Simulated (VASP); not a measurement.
The input files of a VASP run:

### INCAR
```
# general
SYSTEM   =  BeSe
PREC     =  Accurate
ENCUT    =  300
LREAL    =  .FALSE.
LASPH    =  .TRUE.

# electronic loop
EDIFF    =  1E-6
NELM     =  100
ALGO     =  Normal
LMAXMIX  =  4

# smearing
ISMEAR   =  -1
SIGMA    =  0.05

# functional
GGA      =  PE

# ions
ISIF     =  2

# output
LWAVE    =  .FALSE.
LCHARG   =  .FALSE.
```

File POSCAR:
```
BeSe
1
    0.0000000000     2.5700000000     2.5700000000
    2.5700000000     0.0000000000     2.5700000000
    2.5700000000     2.5700000000     0.0000000000
Be Se
1 1
Direct
  0.0000000000   0.0000000000   0.0000000000
  0.2500000000   0.2500000000   0.2500000000
```

KPOINTS:
```
kpoints
0
Gamma
9 9 9
0 0 0
```

POTCAR, in this order: Be Se (PBE.64 set). Program: vasp_std.

**Question.** Translate this PBE calculation to Quantum ESPRESSO's pw.x.

**Answer.** One equivalent input (not run):
```
&CONTROL
  calculation = 'scf'
  pseudo_dir = './pseudo'
  outdir = './out'
  tprnfor = .true.
  tstress = .true.
/
&SYSTEM
  ibrav = 0
  nat = 2
  ntyp = 2
  ecutwfc = 88
  occupations = 'smearing'
  smearing = 'fermi-dirac'
  degauss = 0.003675
  input_dft = 'pbe'
/
&ELECTRONS
  conv_thr = 7.3e-08
  electron_maxstep = 100
/
ATOMIC_SPECIES
  Be 9.012 Be.upf
  Se 78.971 Se.upf
CELL_PARAMETERS angstrom
     0.0000000    2.5700000    2.5700000
     2.5700000    0.0000000    2.5700000
     2.5700000    2.5700000    0.0000000
ATOMIC_POSITIONS crystal
  Be   0.0000000  0.0000000  0.0000000
  Se   0.2500000  0.2500000  0.2500000
K_POINTS automatic
  9 9 9 0 0 0
```
Limits of the translation: the potentials are each code's own (VASP's PAW set, PseudoDojo norm-conserving files in pw.x), so ENCUT and ecutwfc are chosen apart and not converted; conv_thr bounds pw.x's estimated SCF error, while EDIFF bounds the energy change between steps.

The structure is a typed BeSe crystal (F-43m). The cell was not relaxed at this level.
